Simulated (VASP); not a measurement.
A cell of P (black) near equilibrium:

```
CELL_PARAMETERS angstrom
      1.64996    -5.48369     0.00000
      1.64996     5.48369     0.00000
      0.00000     0.00000     4.53617
ATOMIC_POSITIONS crystal
  P  0.09548 0.90452 0.91145
  P  0.40452 0.59548 0.41145
  P  0.59548 0.40452 0.58855
  P  0.90452 0.09548 0.08855
```

Method: r2SCAN meta-GGA, VASP's PBE PAW potentials (set 64) (plane waves; VASP).

```json
[
 {"run": "as it is", "ΔE (meV/atom)": "0.0", "σxx": "-0.10", "σyy": "0.11", "σzz": "-0.10", "largest shear component, with its sign (GPa)": "0.00", "largest force (eV/Å)": "0.029", "gap (eV)": "0.27"},
 {"run": "after one change", "ΔE (meV/atom)": "4.7", "σxx": "3.05", "σyy": "2.08", "σzz": "2.24", "largest shear component, with its sign (GPa)": "0.00", "largest force (eV/Å)": "0.245", "gap (eV)": "0.22"}
]
```
Stress is in GPa, positive when the cell is compressed; gaps are those on the k-mesh, and 0.00 means metallic.

### Question
What was changed between the two runs?
A. isotropic strain of -1.0 %
B. shear strain γ_yz = +3.0 %
C. biaxial strain of -2.0 % in the yz plane
D. atom 2 (P) moved by -0.050 Å along z

### Answer
A, isotropic strain of -1.0 %

The compound is P in the black structure.
